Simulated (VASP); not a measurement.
Consider the following.

```
PbS
1.0
    0.00000     3.01326     3.01326
    3.01326     0.00000     3.01326
    3.01326     3.01326     0.00000
Pb S
1 1
Direct
  0.00000   0.00000   0.00000
  0.50000   0.50000   0.50000
```

Calculation: PBE GGA with D3 dispersion (zero damping), VASP's PBE PAW potentials (set 64) (plane waves; VASP 6.6.1). Numerical set-up: 520 eV cut-off, 8×8×8 Γ-centred mesh, Gaussian smearing of 0.050 eV, potentials Pb_d S.

Unless said otherwise, spin-orbit coupling is left out, though it shifts the bands of the heavy elements here.

Problem. What does the run give for the energy per atom (σ→0), pressure, band gap (on the k-mesh) with the smallest direct gap where there is one?

Solution. 
| Item | Result |
|---|---|
| band gap (on the k-mesh) | 0.53 eV |
| smallest direct gap (on the k-mesh) | 0.53 eV |
| energy per atom (σ→0) | -4.584 eV/atom |
| pressure | -1.43 GPa |

Total energies compare only between runs with the same potentials, cut-off and functional.

The compound is PbS in the rock salt structure. This cell is one point of a volume scan, at 1.03 of the reference volume.
